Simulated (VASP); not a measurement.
The system is MgI2.

```
I Mg
1.0
     4.14000    0.00000    0.00000
    -2.07000    3.58535    0.00000
     0.00000    0.00000    6.88000
I Mg
2 1
Direct
  0.66667 0.33333 0.75000
  0.33333 0.66667 0.25000
  0.00000 0.00000 0.00000
```

| Item | Value |
| --- | --- |
| Program | VASP 6.6.1 |
| Task | relaxation of cell and atoms |
| Functional | PBEsol |
| Potentials or basis | VASP PAW PBE potentials, release 64 (I, Mg) |
| Cutoff | 600 eV |
| k mesh | 8 × 8 × 4 |
| Occupations | gaussian, width 0.02 eV |
| Spin | no spin polarisation |

At the start: pressure -0.8 GPa; volume 34.04 Å³/atom.

Problem. How do energy, volume and symmetry change on relaxing?

Solution. Over 13 steps the energy falls by 6.5 meV/atom and the volume is 34.53 Å³/atom (+1.4 %); space group P-3m1 (No. 164, to 0.05 Å).

Step by step:
```
step  energy change (eV)  largest force (eV/Å)  pressure (GPa)  volume (Å³)
   1              0.0000                0.2998           -0.84       102.12
   2             -0.0122                0.0985            0.15        99.49
   3             -0.0123                0.0922            0.17        99.41
   4             -0.0136                0.0772            0.14        99.79
   5             -0.0154                0.0408            0.04       100.71
   6             -0.0156                0.0261            0.01       101.09
   7             -0.0168                0.0212            0.00       101.45
   8             -0.0190                0.0095            0.02       102.50
   9             -0.0186                0.0077            0.10       104.56
  10             -0.0194                0.0024            0.06       103.49
  11             -0.0195                0.0015            0.05       103.36
  12             -0.0193                0.0247           -0.13       104.12
  13             -0.0195                0.0068            0.00       103.60
```

Final structure:
```yaml
crystal:
  lattice:
    - [4.12689, 0.00000, 0.00000]
    - [-2.06344, 3.57399, 0.00000]
    - [0.00000, 0.00000, 7.02410]
  atoms:
    - { symbol: I, position: [0.66667, 0.33333, 0.76219] }
    - { symbol: I, position: [0.33333, 0.66667, 0.23781] }
    - { symbol: Mg, position: [0.00000, 0.00000, 0.00000] }
```

Caveat: the PAW data sets were made with another functional, which shifts forces and pressure a little; this functional lacks dispersion, which binds the layers, so the pressure and a relaxed spacing across them are unreliable.
